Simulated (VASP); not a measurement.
Input for VASP

File KPOINTS:
```
Automatic mesh
0
Gamma
11 11 6
0 0 0
```

### INCAR
```
SYSTEM = Tl
PREC = Accurate; ENCUT = 480; LREAL = .False.
LASPH = .True.
EDIFF = 1E-6; NELM = 100; ALGO = Normal
LMAXMIX = 4
ISMEAR = 1; SIGMA = 0.1
GGA = PE
IBRION = 2; NSW = 60; ISIF = 3
EDIFFG = -0.01
LWAVE = .False.; LCHARG = .False.
```

**POSCAR**
```
Tl
1.0
  3.5950283590   0.0000000000   0.0000000000
 -1.7975141795   3.1133860013   0.0000000000
  0.0000000000   0.0000000000   5.6302380190
Tl
2
Cart
  1.7975159770   1.0377942960   4.2226785143
 -0.0000017975   2.0755917053   1.4075595048
```

POTCAR, in this order: Tl_d (PBE.64 set). Program: vasp_std.

**Question.** Translate this PBE calculation to Quantum ESPRESSO's pw.x.

**Answer.** One equivalent input (not run):
```
&CONTROL
  calculation = 'vc-relax'
  pseudo_dir = './pseudo'
  outdir = './out'
  tprnfor = .true.
  tstress = .true.
  nstep = 60
  forc_conv_thr = 0.00039
/
&SYSTEM
  ibrav = 0
  nat = 2
  ntyp = 1
  ecutwfc = 60.3
  occupations = 'smearing'
  smearing = 'methfessel-paxton'
  degauss = 0.00735
  input_dft = 'pbe'
/
&ELECTRONS
  conv_thr = 7.3e-08
  electron_maxstep = 100
/
&IONS
/
&CELL
/
ATOMIC_SPECIES
  Tl 204.380 Tl.upf
CELL_PARAMETERS angstrom
     3.5950284    0.0000000    0.0000000
    -1.7975142    3.1133860    0.0000000
     0.0000000    0.0000000    5.6302380
ATOMIC_POSITIONS crystal
  Tl   0.6666670  0.3333330  0.7500000
  Tl   0.3333330  0.6666670  0.2500000
K_POINTS automatic
  11 11 6 0 0 0
```
The two are equivalent in intent, not identical: the potentials are each code's own (VASP's PAW set, PseudoDojo norm-conserving files in pw.x), so ENCUT and ecutwfc are chosen apart and not converted; conv_thr bounds pw.x's estimated SCF error, while EDIFF bounds the energy change between steps; forc_conv_thr acts on force components and is met together with etot_conv_thr.

The compound is Tl in the hcp structure. This run relaxes it. Symmetry was kept, so distortions that lower it aren't found. The start is the result of an earlier pass.
